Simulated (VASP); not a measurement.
Here is the system:

```
CELL_PARAMETERS angstrom
      1.79106    -3.10221     0.00000
      1.79106     3.10221     0.00000
      0.00000     0.00000     5.09998
ATOMIC_POSITIONS crystal
  Pt 0.00000 0.00000 0.00000
  S  0.33333 0.66667 0.23000
  S  0.66667 0.33333 0.77000
```

Method: PBE GGA, VASP's PBE PAW potentials (set 64) (plane waves; VASP). Settings: 300 eV cut-off, 6×6×4 Γ-centred mesh, Fermi-Dirac smearing of 0.020 eV, potentials Pt S.

At this cut-off the stress carries a Pulay error, which pulls relaxed volumes low.

Problem. Predict the energy per atom (σ→0), pressure, largest force.

Solution. 
| Quantity | Result |
|---|---|
| energy per atom (σ→0) | -494.8 kJ/mol-atom |
| pressure | 4.05 GPa |
| largest force | 0.510 eV/Å |

Total energies compare only between runs with the same potentials, cut-off and functional.

The structure is a typed PtS2 crystal (P-3m1). The cell was not relaxed at this level.
